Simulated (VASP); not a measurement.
OSZICAR of a VASP run on PbTe (rock salt):

### OSZICAR
```
       N       E                     dE             d eps       ncg     rms          rms(c)
DAV:   1     0.776150046310E+02    0.77615E+02   -0.92698E+03   560   0.141E+03
DAV:   2    -0.761578521521E+02   -0.15377E+03   -0.15119E+03   584   0.353E+02
DAV:   3    -0.868410748434E+02   -0.10683E+02   -0.10654E+02   752   0.100E+02
DAV:   4    -0.870862183573E+02   -0.24514E+00   -0.24509E+00   646   0.183E+01
DAV:   5    -0.870968304949E+02   -0.10612E-01   -0.10612E-01   786   0.341E+00    0.316E+00
DAV:   6    -0.826408073402E+02    0.44560E+01   -0.19332E+00   674   0.270E+01    0.271E+00
DAV:   7    -0.825960210206E+02    0.44786E-01   -0.72811E-01   560   0.930E+00    0.163E+00
DAV:   8    -0.825930250474E+02    0.29960E-02   -0.80154E-01   572   0.531E+00    0.636E-01
DAV:   9    -0.826677520521E+02   -0.74727E-01   -0.64869E-02   560   0.222E+00    0.570E-01
DAV:  10    -0.826281050834E+02    0.39647E-01   -0.40875E-02   560   0.151E+00    0.969E-01
DAV:  11    -0.827011176514E+02   -0.73013E-01   -0.23035E-01   560   0.317E+00    0.212E-01
DAV:  12    -0.827026139940E+02   -0.14963E-02   -0.12407E-02   656   0.822E-01    0.143E-01
DAV:  13    -0.827042751932E+02   -0.16612E-02   -0.44163E-04   614   0.185E-01    0.126E-01
DAV:  14    -0.827027283893E+02    0.15468E-02   -0.73869E-04   560   0.382E-01    0.259E-01
DAV:  15    -0.827065869556E+02   -0.38586E-02   -0.46661E-03   560   0.776E-01    0.221E-02
DAV:  16    -0.827066774259E+02   -0.90470E-04   -0.41839E-04   644   0.197E-01    0.532E-02
DAV:  17    -0.827066860363E+02   -0.86104E-05   -0.16426E-05   644   0.278E-02    0.543E-02
DAV:  18    -0.827066920184E+02   -0.59821E-05   -0.13478E-06   650   0.136E-02    0.565E-02
DAV:  19    -0.827066955073E+02   -0.34888E-05   -0.43115E-05   674   0.832E-02    0.145E-02
DAV:  20    -0.827066980726E+02   -0.25653E-05   -0.62044E-06   578   0.287E-02    0.247E-02
DAV:  21    -0.827066979731E+02    0.99423E-07   -0.10113E-06   578   0.135E-02    0.175E-02
DAV:  22    -0.827066985348E+02   -0.56165E-06   -0.70788E-07   686   0.152E-02    0.260E-03
DAV:  23    -0.827066987417E+02   -0.20689E-06   -0.10056E-07   382   0.374E-03    0.109E-03
DAV:  24    -0.827066988299E+02   -0.88252E-07   -0.93489E-08   364   0.361E-03
   1 F= -.82706699E+02 E0= -.82706699E+02  d E =-.764818E-15
```

Problem. Which electronic solver shows in the log?

Solution. It is blocked Davidson (ALGO = Normal, or the opening steps of other solvers). The INCAR had ALGO = Normal.

Problem. Can the final energy be trusted as converged?

Solution. The calculation finished and met its thresholds. It stopped with EDIFF = 1E-7, NELM = 100 (r2SCAN meta-GGA, plane waves, VASP's PBE PAW potentials (set 64)).

The compound is PbTe in the rock salt structure. It was relaxed first.
